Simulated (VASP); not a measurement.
A run of VASP 6.6.1 is set up as follows.

The input POSCAR:

```
Hf2Pd2Se2Br2O3                          
1.0
    5.8008961243      0.0050883954     -0.0015476149
   -0.5209227356      5.9309666656      0.0160268399
   -1.5014254057     -0.8827104016      6.7482238076
  Hf              Pd              Se              Br              O             
     2     2     2     2     3
Direct
     0.7466192731885456    0.3955129183236072    0.3528672316911328
     0.2863697771964053    0.4545311888812507    0.5906388111093921
     0.9071948902596619    0.1364473113407653    0.8494718352946468
     0.2540678731092830    0.9020396373414306    0.3582529793752917
     0.6315621092009355    0.4018488970095120    0.9387300024886300
     0.6251537211372677    0.7776169040123989    0.5294099819278695
     0.8560105336409785    0.9967532001357090    0.1544299924940496
     0.2217282200478900    0.8143385708365098    0.8575408335845663
     0.9620346637613496    0.2909323019428639    0.5889231011545411
     0.4355145941697204    0.2484250789068437    0.4124494551699513
     0.0737543442879666    0.5815539912691161    0.3673057757099212
```

File INCAR.step1:

```
PREC = Accurate
ENCUT = 520
EDIFF = 1E-6
ISMEAR = -1
SIGMA = 0.05
LREAL = F
LASPH = T
NELM = 100
ALGO = Normal
ISIF = 2
LWAVE = F
LCHARG = T
LMAXMIX = 4
GGA = RP
NBANDS = 53
KPAR = 4
```

File KPOINTS.step1:

```
Automatic mesh
0
Gamma
  5 5 4
```

INCAR.step2

```
PREC = Accurate
ENCUT = 520
EDIFF = 1E-6
ISMEAR = 0
SIGMA = 0.05
LREAL = F
LASPH = T
NELM = 100
ALGO = Normal
ISIF = 2
LWAVE = F
LCHARG = F
LMAXMIX = 4
GGA = RP
NBANDS = 53
KPAR = 4
ICHARG = 11
```

KPOINTS.step2

```
path XGY,LGZ,NGM,RG
10
line-mode
reciprocal
 0.5000000000  0.0000000000  0.0000000000  X
 0.0000000000  0.0000000000  0.0000000000  G

 0.0000000000  0.0000000000  0.0000000000  G
 0.0000000000 -0.5000000000  0.0000000000  Y

 0.5000000000 -0.5000000000  0.0000000000  L
 0.0000000000  0.0000000000  0.0000000000  G

 0.0000000000  0.0000000000  0.0000000000  G
 0.0000000000  0.5000000000 -0.5000000000  Z

 0.5000000000  0.5000000000 -0.5000000000  N
 0.0000000000  0.0000000000  0.0000000000  G

 0.0000000000  0.0000000000  0.0000000000  G
 0.0000000000  0.0000000000 -0.5000000000  M

 0.5000000000  0.0000000000 -0.5000000000  R
 0.0000000000  0.0000000000  0.0000000000  G
```

Potentials or basis: VASP PAW PBE potentials, release 64 (Hf_pv, Pd, Se, Br, O).

Command:

```sh
$ cat potpaw_PBE.64/Hf_pv/POTCAR potpaw_PBE.64/Pd/POTCAR potpaw_PBE.64/Se/POTCAR potpaw_PBE.64/Br/POTCAR potpaw_PBE.64/O/POTCAR > POTCAR
$ cp INCAR.step1 INCAR
$ cp KPOINTS.step1 KPOINTS
$ mpirun -np 4 vasp_std > vasp.out
$ cp INCAR.step2 INCAR
$ cp KPOINTS.step2 KPOINTS
$ mpirun -np 4 vasp_std > vasp.out
```

**Question.** Estimate the band gap on the k mesh.

**Answer.** 0.22 eV, indirect (least direct gap 0.41 eV).

**Question.** Estimate the band gap along the path.

**Answer.** 0.22 eV, indirect (least direct gap 0.29 eV).

Levels at the corners of the path, in eV from the valence-band top:
```
point  band 40  band 41  band 42  band 43  band 44  band 45
    X    -0.83    -0.45     0.00     0.83     1.23     2.73
    Γ    -0.65    -0.27    -0.13     0.48     0.59     2.73
    Γ    -0.65    -0.27    -0.13     0.48     0.59     2.73
    Y    -0.72    -0.34    -0.22     0.75     1.26     2.65
    L    -0.70    -0.47    -0.07     0.22     0.94     2.58
    Γ    -0.65    -0.27    -0.13     0.48     0.59     2.73
    Γ    -0.65    -0.27    -0.13     0.48     0.59     2.73
    Z    -0.48    -0.27    -0.14     0.91     1.10     2.47
    N    -0.57    -0.36    -0.19     0.56     0.83     2.62
    Γ    -0.65    -0.27    -0.13     0.48     0.59     2.73
    Γ    -0.65    -0.27    -0.13     0.48     0.59     2.73
    M    -0.45    -0.42    -0.17     0.25     0.90     2.88
    R    -0.51    -0.34    -0.14     0.69     1.24     2.57
    Γ    -0.65    -0.27    -0.13     0.48     0.59     2.73
```

Caveat: the log is that of the step along the path at fixed density, whose energy, stress, charges and moments have no meaning; spin-orbit coupling is left out, which moves the levels of the heavy elements. RPBE gaps usually lie below the measured ones, often by a third to a half.
